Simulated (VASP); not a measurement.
# 3 units of NaCl (001) on Ir(100) in VASP, part 2 of 3

How does 3 units of NaCl (001) on Ir(100) behave as a surface?

VASP 6.6.1; PBE with D3(BJ), no spin polarisation; plane waves and PAW (Ir, Na, Cl).

So far. Step 2 (Relaxing the slab): The run ended after 15 ionic steps, 0.432 eV below its first step, once the forces on the free atoms met EDIFFG = -0.03.

## 3. Potential and states of the slab

A static run writes the electrostatic potential without exchange and correlation (LVHAR), which is flat in the vacuum and gives the level to count from. The dipole correction cancels the field that unlike faces would set up across the vacuum.

INCAR reads:

```
SYSTEM = Na3Ir8Cl3
PREC = Normal
ENCUT = 300
EDIFF = 1E-06
NELM = 120
ISMEAR = -1
SIGMA = 0.1
LREAL = Auto
ALGO = Fast
GGA = PE
IVDW = 12
NBANDS = 80
LORBIT = 11
LWAVE = .FALSE.
LCHARG = .TRUE.
IDIPOL = 3
LDIPOL = .TRUE.
DIPOL = 0.5 0.5 0.481
LVHAR = .TRUE.
LVACPOTAV = .TRUE.
LELF = .TRUE.
NEDOS = 1500
```

POSCAR reads:

```
Na3Ir8Cl3
1.0
    3.9880822500      0.0000000000      0.0000000000
    0.0000000000      3.9880822500      0.0000000000
    0.0000000000      0.0000000000     31.7797545145
Ir Na Cl
8 3 3
Direct
    0.0000000000      0.5000000000      0.2847997124
    0.5000000000      0.0000000000      0.2847997124
    0.0000000000      0.0000000000      0.3399739238
    0.5000000000      0.5000000000      0.3399650223
    0.0000000000      0.5000000000      0.4008592822
    0.5000000000      0.0000000000      0.4008592822
    0.0000000000      0.0000000000      0.4589271720
    0.5000000000      0.5000000000      0.4540597124
    0.5000000000      0.5000000000      0.5430354532
    0.0000000000      0.0000000000      0.6289372979
    0.5000000000      0.5000000000      0.7140309311
    0.0000000000      0.0000000000      0.5409880125
    0.5000000000      0.5000000000      0.6286473669
    0.0000000000      0.0000000000      0.7174739178
```

KPOINTS reads:

```
Automatic mesh
0
Gamma
8 8 1
0 0 0
```

PAW data sets: Ir, Na and Cl (PBE family, release 64).

Launch:

```bash
mpirun -np 4 vasp_std
```

Log:

```text
[banner, memory and clock lines left out]
running    4 mpi-ranks, on    1 nodes
 distrk:  each k-point on    4 cores,    1 groups
 distr:  one band on    1 cores,    4 groups

 POSCAR found type information on POSCAR IrNaCl
 POSCAR found :  3 types and      14 ions
 LDA part: xc-table for (Slater+PW92), standard interpolation
 POSCAR, INCAR and KPOINTS ok, starting setup
 FFT: planning ... GRIDC
 FFT: planning ... GRID_SOFT
 FFT: planning ... GRID
 WAVECAR not read
 entering main loop
       N       E                     dE             d eps       ncg     rms          rms(c)
DAV:   1     0.620296336860E+03    0.62030E+03   -0.27341E+04  2448   0.647E+02
DAV:   2    -0.260399690809E+02   -0.64634E+03   -0.57922E+03  2616   0.255E+02
DAV:   3    -0.888804143877E+02   -0.62840E+02   -0.60686E+02  2960   0.742E+01
DAV:   4    -0.905070603269E+02   -0.16266E+01   -0.16170E+01  2824   0.137E+01
DAV:   5    -0.905590600384E+02   -0.52000E-01   -0.51976E-01  3048   0.219E+00    0.343E+01
RMM:   6    -0.889476928619E+02    0.16114E+01   -0.90796E+00  2828   0.128E+01    0.250E+01
RMM:   7    -0.180689768628E+03   -0.91742E+02   -0.43832E+01  3642   0.180E+01    0.891E+01
RMM:   8    -0.109658280127E+03    0.71031E+02   -0.10634E+01  3164   0.807E+00    0.530E+01
RMM:   9    -0.114123470632E+03   -0.44652E+01   -0.23528E+00  2956   0.518E+00    0.487E+01
RMM:  10    -0.961561853091E+02    0.17967E+02   -0.57501E+00  3191   0.636E+00    0.239E+01
RMM:  11    -0.872404035003E+02    0.89158E+01   -0.55201E+00  3302   0.555E+00    0.115E+01
RMM:  12    -0.863256593856E+02    0.91474E+00   -0.11854E+00  2891   0.346E+00    0.846E+00
RMM:  13    -0.856000229916E+02    0.72564E+00   -0.40547E-01  2854   0.213E+00    0.593E+00
RMM:  14    -0.855425220761E+02    0.57501E-01   -0.25800E-01  2912   0.176E+00    0.488E+00
RMM:  15    -0.852548072754E+02    0.28771E+00   -0.32978E-01  3044   0.158E+00    0.350E+00
RMM:  16    -0.852373496709E+02    0.17458E-01   -0.58506E-02  3061   0.629E-01    0.303E+00
RMM:  17    -0.852285659245E+02    0.87837E-02   -0.45141E-02  3055   0.645E-01    0.254E+00
RMM:  18    -0.852867504578E+02   -0.58185E-01   -0.67260E-02  3201   0.623E-01    0.199E+00
RMM:  19    -0.853083036220E+02   -0.21553E-01   -0.13753E-02  3133   0.355E-01    0.166E+00
RMM:  20    -0.853367843435E+02   -0.28481E-01   -0.10769E-02  3003   0.291E-01    0.141E+00
RMM:  21    -0.853343166513E+02    0.24677E-02   -0.69560E-03  2979   0.222E-01    0.118E+00
RMM:  22    -0.853178139901E+02    0.16503E-01   -0.56345E-03  3035   0.152E-01    0.102E+00
RMM:  23    -0.853135267291E+02    0.42873E-02   -0.25472E-03  3039   0.102E-01    0.798E-01
RMM:  24    -0.853054120734E+02    0.81147E-02   -0.83742E-04  3066   0.596E-02    0.772E-01
RMM:  25    -0.852889363359E+02    0.16476E-01   -0.11267E-03  3209   0.677E-02    0.662E-01
RMM:  26    -0.852828334915E+02    0.61028E-02   -0.31810E-04  3143   0.376E-02    0.626E-01
RMM:  27    -0.852801507152E+02    0.26828E-02   -0.91830E-05  3293   0.232E-02    0.618E-01
RMM:  28    -0.852676653304E+02    0.12485E-01   -0.42352E-04  3408   0.376E-02    0.565E-01
RMM:  29    -0.852402768487E+02    0.27388E-01   -0.27763E-03  4300   0.976E-02    0.410E-01
RMM:  30    -0.852355908026E+02    0.46860E-02   -0.10538E-04  3290   0.224E-02    0.393E-01
RMM:  31    -0.852184561777E+02    0.17135E-01   -0.17500E-03  4283   0.746E-02    0.286E-01
RMM:  32    -0.852047852088E+02    0.13671E-01   -0.15944E-03  4153   0.656E-02    0.233E-01
RMM:  33    -0.851961366913E+02    0.86485E-02   -0.13322E-03  4118   0.624E-02    0.153E-01
RMM:  34    -0.851934354568E+02    0.27012E-02   -0.30669E-04  3643   0.323E-02    0.111E-01
RMM:  35    -0.851902833547E+02    0.31521E-02   -0.98893E-04  4083   0.540E-02    0.455E-02
RMM:  36    -0.851896908161E+02    0.59254E-03   -0.18699E-04  3542   0.255E-02    0.238E-02
RMM:  37    -0.851895828085E+02    0.10801E-03   -0.64207E-05  3320   0.157E-02    0.106E-02
RMM:  38    -0.851895773790E+02    0.54295E-05   -0.55551E-05  3245   0.133E-02    0.104E-02
RMM:  39    -0.851895922973E+02   -0.14918E-04   -0.95490E-06  2864   0.683E-03    0.113E-02
RMM:  40    -0.851895992091E+02   -0.69118E-05   -0.20761E-06  2318   0.411E-03    0.124E-02
RMM:  41    -0.851895995637E+02   -0.35462E-06   -0.58001E-07  2188   0.246E-03
|                                                                             |
|           W    W    AA    RRRRR   N    N  II  N    N   GGGG   !!!           |
|           W    W   A  A   R    R  NN   N  II  NN   N  G    G  !!!           |
|           W    W  A    A  R    R  N N  N  II  N N  N  G       !!!           |
|           W WW W  AAAAAA  RRRRR   N  N N  II  N  N N  G  GGG   !            |
|           WW  WW  A    A  R   R   N   NN  II  N   NN  G    G                |
|           W    W  A    A  R    R  N    N  II  N    N   GGGG   !!!           |
|                                                                             |
|     Did not find any points to average over, which means that no vacuum     |
|     field-free region was found. Please increase the size of  your cell     |
|     in the dimension of the dipole correction to obtain accurate            |
|     workfunction values.                                                    |
|                                                                             |

   1 F= -.90656893E+02 E0= -.90450212E+02  d E =-.413361E+00
```

Wall time 54 s (4 MPI ranks of Intel Xeon 6975P-C (Granite Rapids), shared host); peak memory 0.74 GiB; 3.5 min of CPU time.

Parts of OUTCAR (step 3):

```text
The static configuration has the point symmetry C_4v.

 Found     15 irreducible k-points:

   k-points           NKPTS =     15   k-points in BZ     NKDIM =     15   number of bands    NBANDS=     80

   NELECT =      96.0000    total number of electrons

 dipolmoment           0.000000      0.000000     -0.217329 electrons x Angstroem

 E-fermi :   0.7975

 k-point     1 :       0.0000    0.0000    0.0000
  band No.  band energies     occupation
    ...
     39      -0.0190      1.99943
     40       0.1993      1.99497
     41       0.2431      1.99221
     42       0.4634      1.93165
     43       0.4634      1.93165
     44       0.9555      0.34154
     45       0.9555      0.34154
     46       0.9874      0.26036
     47       1.2315      0.02574
     48       1.3539      0.00763
    ...

 k-point     2 :       0.1250    0.0000    0.0000
  band No.  band energies     occupation
    ...
     42       0.4602      1.93369
     43       0.5445      1.85241
     44       0.6693      1.56553
     45       0.7120      1.40330
     46       0.8395      0.79303
     47       1.0662      0.12749
     48       1.0818      0.11008
     49       1.1754      0.04468
     50       1.4012      0.00476
     51       1.4660      0.00250
    ...

 Edisp (eV)   -5.46729

  Total     -20.00148   -20.00148    -0.93562     0.00000     0.00000    -0.00000
  in kB     -63.40069   -63.40069    -2.96573     0.00000     0.00000    -0.00000
  external pressure =      -43.26 kB  Pullay stress =        0.00 kB

 POSITION                                       TOTAL-FORCE (eV/Angst)
 -----------------------------------------------------------------------------------
      0.00000      1.99404      9.05086         0.000000      0.000000      0.014228
      1.99404      0.00000      9.05086         0.000000      0.000000      0.014228
      0.00000      0.00000     10.80429         0.000000     -0.000000      0.004376
      1.99404      1.99404     10.80400        -0.000000      0.000000     -0.031002
      0.00000      1.99404     12.73921         0.000000     -0.000000     -0.004199
      1.99404      0.00000     12.73921         0.000000      0.000000     -0.004199
      0.00000      0.00000     14.58459         0.000000      0.000000     -0.021414
      1.99404      1.99404     14.42991         0.000000      0.000000      0.023389
      1.99404      1.99404     17.25753         0.000000      0.000000     -0.018418
      0.00000      0.00000     19.98747         0.000000      0.000000      0.019594
      1.99404      1.99404     22.69173         0.000000      0.000000      0.000753
      0.00000      0.00000     17.19247         0.000000      0.000000      0.021948
      1.99404      1.99404     19.97826        -0.000000     -0.000000      0.003937
      0.00000      0.00000     22.80114         0.000000     -0.000000     -0.023222
 -----------------------------------------------------------------------------------
    total drift:                                0.000000      0.000000     -0.009545

  FREE ENERGIE OF THE ION-ELECTRON SYSTEM (eV)
  ---------------------------------------------------
  free  energy   TOTEN  =       -90.6568926586 eV

  energy  without entropy=      -90.2435319388  energy(sigma->0) =      -90.45021230

 vacuum level on the upper side and lower side of the slab         3.868         6.327

 total charge
# of ion       s       p       d       tot
------------------------------------------
    1        0.639   0.476   6.920   8.035
    2        0.639   0.476   6.920   8.035
    3        0.652   0.690   6.894   8.236
    4        0.653   0.686   6.904   8.244
    5        0.652   0.688   6.897   8.236
    6        0.652   0.688   6.897   8.236
    7        0.593   0.505   6.907   8.005
    8        0.677   0.526   6.982   8.185
    9        0.054   0.042   0.000   0.096
   10        0.044   0.034   0.000   0.078
   11        0.041   0.032   0.000   0.073
   12        1.592   3.544   0.000   5.135
   13        1.587   3.595   0.000   5.182
   14        1.586   3.576   0.000   5.162
--------------------------------------------------
tot         10.059  15.557  55.322  80.939

[... 6 parts as in an earlier step ...]

[... 6 further parts left out ...]
```

This step gave:

```
electronic cycles                          : 41
Fermi energy                               : 0.7975 eV
DOS at the Fermi level                     : 12.87 states/eV/cell
dipole moment                              : 0, 0, -0.2173 e·Å
vacuum levels                              : 3.868, 6.327 eV
work functions of the upper and lower face : 3.071, 5.529 eV
```

The density of states has structure finer than the step of the table below, so its rows give means over 1 eV, whole bins alone (the curve runs from -12.0 to 8.00 eV). Peaks (eV: height): total -5.0: 18.3, -3.9: 23.0, -2.5: 13.1, 0.0: 12.8; Ir s -7.1: 1.70, -5.9: 1.49, 5.6: 0.804, 7.7: 0.766; Ir d -3.3: 10.4, -2.5: 11.0, -1.4: 9.68, 0.0: 10.9; Cl p -3.9: 8.12.

The density of states by energy, zero at the Fermi level; means over each step; values in states/eV/cell:

| energy (eV) | total | Ir s | Ir d | Cl p |
| --- | --- | --- | --- | --- |
| -11 | 3.8e-5 | 1.6e-5 | 0 | 0 |
| -10 | 0.182 | 0.141 | 0.00119 | 2.1e-4 |
| -9 | 0.531 | 0.384 | 0.0152 | 7.4e-4 |
| -8 | 1.10 | 0.653 | 0.142 | 0.00435 |
| -7 | 4.41 | 1.38 | 2.12 | 0.0290 |
| -6 | 10.0 | 1.26 | 6.48 | 0.431 |
| -5 | 15.5 | 0.376 | 6.87 | 3.68 |
| -4 | 18.9 | 0.233 | 7.48 | 6.09 |
| -3 | 11.4 | 0.213 | 9.21 | 0.238 |
| -2 | 10.7 | 0.172 | 8.96 | 0.0972 |
| -1 | 11.3 | 0.233 | 8.99 | 0.101 |
| 0 | 11.4 | 0.173 | 9.72 | 0.0839 |
| 1 | 8.89 | 0.193 | 7.67 | 0.0533 |
| 2 | 3.27 | 0.260 | 1.62 | 0.0444 |
| 3 | 3.54 | 0.250 | 1.08 | 0.0874 |
| 4 | 5.75 | 0.346 | 1.04 | 0.177 |
| 5 | 7.68 | 0.520 | 0.879 | 0.270 |
| 6 | 9.11 | 0.513 | 0.758 | 0.468 |
| 7 | 9.96 | 0.564 | 0.618 | 0.400 |

The planar average of the electrostatic potential oscillates, so the rows of the table below give means over windows of 1 Å about each position, cut where the curve ends. Its maxima inside the range that stand out by 2 % of the span (Å: eV): 9.9: -5.97, 11.8: -3.77, 13.6: -5.85, 16.0: 2.68, 18.6: 2.05, 21.3: 2.06. Its minima: 9.1: -13.5, 10.8: -14.2, 12.7: -14.2, 14.5: -13.4, 17.3: -11.2, 20.0: -11.7, 22.8: -11.5.

Zero at the Fermi level. The planar average of the electrostatic potential by height; means over each step:

height (Å), planar average of the electrostatic potential (eV) and a bar from the least value:
```
        0        5.5 ##############################
        1        5.5 ##############################
        2        5.5 ##############################
        3        5.5 ##############################
        4        5.5 ##############################
        5        5.5 ##############################
        6        5.5 ##############################
        7        5.2 #############################
        8        0.6 #####################
        9      -11.6 
       10       -8.2 ######
       11      -11.7 
       12       -6.9 ########
       13      -11.6 
       14       -9.3 ####
       15       -7.4 #######
       16        1.8 ########################
       17       -7.9 #######
       18       -1.5 ##################
       19        0.2 #####################
       20       -9.3 ####
       21        0.5 #####################
       22       -1.8 #################
       23       -8.2 ######
       24        1.9 ########################
       25        3.0 ##########################
       26        3.1 ##########################
       27        3.1 ##########################
       28        3.1 ##########################
       29        3.1 ##########################
       30        3.1 ##########################
       31        4.1 ###########################
```

Density of states in the PAW spheres, an atom over height of the layer and energy from the Fermi level.

Ten even steps from '0' (0.00 states/eV) to '9' (3.50 states/eV), each cell a mean:
```
3333300000
4334400000
4224300000
4224300000
4224300000
4223400000
4223400000
5224500000
4224500000
3333300000
2442210003
2342240209
2332240306
2222240203
2333340202
2332220100
2432210000
1331100000
1221100000
0120000000
0000000000
0000000000
```
Columns: height of the layer (Å) from 9.1 to 22.8 (not evenly spaced); rows upwards: energy from the Fermi level (eV) from -7.9 to 0.5.

Electrostatic potential energy in the ca plane at fractional y = 0.000, with atoms of Ir and Na and Cl within 0.2 Å of it. With pseudopotentials it is smooth inside the atoms' cores, unlike the true potential.

Ten even steps from '0' (-59 eV) to '9' (5 eV), each cell a mean:
```
99999852125899997311378830017998534689960005
99999875457899998644689974479999767899986358
98767888888876678888999999999999999999999999
97423589999742258999999999999999999999999999
85201479998620037999999999999999999999999999
86311489999631147999999999999999999999999999
98545789999864468999999999999999999999999999
99888887678888888766899998789999888999998789
99999863236899997423579851038998655799972017
99999851014899996200368810007997533689950003
```
Columns run along c (16.0 Å, from fractional 0.25 to 0.75 of the cell; values clipped at the 3rd and 97th percentile), rows up along a (4.0 Å). Atoms in or near the plane, at fractional coordinates: Ir at (0.28, 0.50), Ir at (0.34, 0.00), Ir at (0.40, 0.50), Ir at (0.46, 0.00), Na at (0.63, 0.00), Cl at (0.54, 0.00), Cl at (0.72, 0.00).

ELF in the ca plane at fractional y = 0.000, with atoms of Ir and Na and Cl within 0.2 Å of it. It is the smooth field of the valence electrons, not physical close to the nuclei.

Ten even steps from '0' (0.00) to '9' (0.87), each cell a mean:
```
23310013322232000126987898510000158997899742
33432234332344222314899997300000037999998631
34443334333344333212589874100000003689886421
01432234210133222210134421000000000244432100
10332124101033211100000000000000000000000000
01332224200033222110011110000000000012211000
23433234322243333211367752000000002577765210
34443334333344333313799986200000015899998531
23420023322333101225998998410000048998999742
23310013311231000126974798510000169984699742
```
Columns run along c (16.0 Å, from fractional 0.29 to 0.79 of the cell), rows up along a (4.0 Å). Atoms in or near the plane, at fractional coordinates: Ir at (0.34, 0.00), Ir at (0.40, 0.50), Ir at (0.46, 0.00), Na at (0.63, 0.00), Cl at (0.54, 0.00), Cl at (0.72, 0.00).

Valence density in the ca plane at fractional y = 0.000, with atoms of Ir and Na and Cl within 0.2 Å of it. It is the smooth field of the valence electrons, not physical close to the nuclei.

Values in e/Å³, 6 rows by 16 columns, each cell a mean:
```
0.4 1.6 0.9 0.2 0.6 1.8 0.6 1.0 1.2 0.2 0.0 0.0 0.3 1.4 0.8 0.0
0.7 0.5 0.4 0.8 0.5 0.5 0.2 0.3 0.4 0.1 0.0 0.0 0.1 0.4 0.2 0.0
1.5 0.3 0.5 2.0 1.0 0.2 0.1 0.0 0.0 0.0 0.0 0.0 0.0 0.0 0.0 0.0
1.3 0.3 0.5 1.7 0.8 0.2 0.1 0.1 0.1 0.0 0.0 0.0 0.0 0.1 0.0 0.0
0.5 0.8 0.5 0.5 0.5 0.8 0.3 0.5 0.6 0.1 0.0 0.0 0.1 0.7 0.3 0.0
0.5 2.0 1.1 0.2 0.7 2.1 0.7 1.1 1.2 0.2 0.0 0.0 0.4 1.3 1.0 0.0
```
Columns run along c (16.0 Å, from fractional 0.29 to 0.79 of the cell), rows up along a (4.0 Å). Atoms in or near the plane, at fractional coordinates: Ir at (0.34, 0.00), Ir at (0.40, 0.50), Ir at (0.46, 0.00), Na at (0.63, 0.00), Cl at (0.54, 0.00), Cl at (0.72, 0.00).

The map of layer states is cut here 0.5 eV above the Fermi level, so it leaves out the states above that.

The vacuum level lies 3.07 eV above the Fermi level at the upper face; the two faces differ by 2.46 eV, the step that the slab's dipole of -0.217 e·Å makes.

VASP counts the dipole in electrons times Å, so a positive number points the physical dipole along −c.

The program found no field-free point at its default tolerance, but its printed level agrees with the flat part of the planar average.

On this mesh the fine structure of the density of states is sampling noise, and high empty states may be cut by the number of bands.

[end of part 2 of 3]

[Lines on the potential files, build, host, timing and source positions are cut from VASP's logs without a mark.]

[Logs are printed without paths, hosts, clocks, repeated set-up lines and the standing remarks that a program may print on its own settings, such as how far it seeks lower states.]

[Hosts, paths, dates, database ids (printed as entryN), source tags and the programs' standing remarks are cut or masked in the printed files.]

[In band tables of VASP the shares of atoms and orbitals are scaled to a sum of 1 inside the atoms' spheres.]

[Runs that stopped without an error message from VASP are left out.]
